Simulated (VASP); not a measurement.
A run of VASP 6.6.1:

INCAR

```
SYSTEM = EuCuO2
  PREC = Accurate
  ENCUT = 520
  EDIFF = 1E-6
  ISMEAR = 0
  SIGMA = 0.05
  LREAL = .FALSE.
  LASPH = .TRUE.
  NELM = 150
  ALGO = Normal
  ISIF = 2
  LWAVE = .FALSE.
  LCHARG = .TRUE.
  ISPIN = 2
  MAGMOM = 0 6 0 0
  LORBIT = 11
  LMAXMIX = 6
  LDAU = .TRUE.
  LDAUTYPE = 2
  LDAUL = -1 3 -1
  LDAUU = 0 3 0
  LDAUJ = 0 0 0
  LDAUPRINT = 1
  GGA = CA
  LELF = .TRUE.
  LVHAR = .TRUE.
  NBANDS = 32
```

KPOINTS

```
regular mesh
0
G
  6 6 6
  0 0 0
```

The input POSCAR:

```
EuCuO2
1.0
    1.7283740400      0.9978772200      6.2746573100
   -1.7283740400      0.9978772200      6.2746573100
    0.0000000000     -1.9957544400      6.2746573100
Cu Eu O
1 1 2
Direct
    0.5000000000      0.5000000000      0.5000000000
    0.0000000000      0.0000000000      0.0000000000
    0.2667000000      0.2667000000      0.2667000000
    0.7333000000      0.7333000000      0.7333000000
```

Potentials or basis: VASP PAW PBE potentials, release 64 (Cu, Eu, O).

Command:

```bash
$ cat potpaw_PBE.64/Cu/POTCAR potpaw_PBE.64/Eu/POTCAR potpaw_PBE.64/O/POTCAR > POTCAR
$ mpirun -np 1 vasp_std > vasp.out
```

Hardware: 1 thread of AMD EPYC 9R45 96-Core Processor (Zen 5), on a shared host.

Task: Estimate the wall time of this run.

Result: Run time: 18 min on 1 thread of AMD EPYC 9R45 96-Core Processor (Zen 5), on a shared host, peak memory 0.37 GiB. Counts: scf iterations 47, k points 32.
